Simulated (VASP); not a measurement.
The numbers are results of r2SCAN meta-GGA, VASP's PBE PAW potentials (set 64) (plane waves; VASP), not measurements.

Input for VASP

### KPOINTS
```
Automatic mesh
0
Gamma
6 6 4
0 0 0
```

INCAR:
```
# general
SYSTEM   =  SnO
PREC     =  Accurate
ENCUT    =  600
LREAL    =  F
LASPH    =  T

# electronic loop
EDIFF    =  1E-7
NELM     =  100
ALGO     =  Normal
LMAXMIX  =  4
LMIXTAU  =  T

# smearing
ISMEAR   =  0
SIGMA    =  0.05

# functional
METAGGA  =  R2SCAN

# ions
ISIF     =  2

# output
LWAVE    =  F
LCHARG   =  F
```

**POSCAR**
```
SnO
4.8425560
  0.7749095994   0.0000000000   0.0000000000
  0.0000000000   0.7749095994   0.0000000000
  0.0000000000   0.0000000000   0.9999999671
Sn O
2 2
Cartesian
  0.3874547997   0.0000000000   0.7654190071
  0.0000000000   0.3874547997   0.2345809600
  0.3874547997   0.3874547997   0.0000000000
  0.0000000000   0.0000000000   0.0000000000
```

POTCAR, in this order: Sn_d O (PBE.64 set). Program: vasp_std.

Q: Predict the energy per atom (σ→0), pressure, largest force.

A: 
```json
{
 "energy per atom (σ→0)": "-16715 meV/atom",
 "pressure": "4.95 GPa",
 "largest_force": "0.690 eV/Å"
}
```

OSZICAR:
```
...
DAV:  14    -0.668607196086E+02   -0.31200E-03   -0.73752E-04  2184   0.270E-01    0.194E-02
DAV:  15    -0.668610359704E+02   -0.31636E-03   -0.13463E-04  1800   0.115E-01    0.182E-02
DAV:  16    -0.668610868219E+02   -0.50852E-04   -0.16977E-04  1952   0.144E-01    0.315E-03
DAV:  17    -0.668611348822E+02   -0.48060E-04   -0.27204E-05  1584   0.489E-02    0.284E-03
DAV:  18    -0.668611337929E+02    0.10892E-05   -0.83252E-07  1744   0.890E-03    0.194E-03
DAV:  19    -0.668611409559E+02   -0.71630E-05   -0.48188E-06  1952   0.245E-02    0.236E-03
DAV:  20    -0.668611409846E+02   -0.28702E-07   -0.40434E-07  1744   0.668E-03
   1 F= -.66861141E+02 E0= -.66861046E+02  d E =-.189838E-03
```

The compound is SnO in the litharge structure. This cell was strained or had an atom moved on purpose.
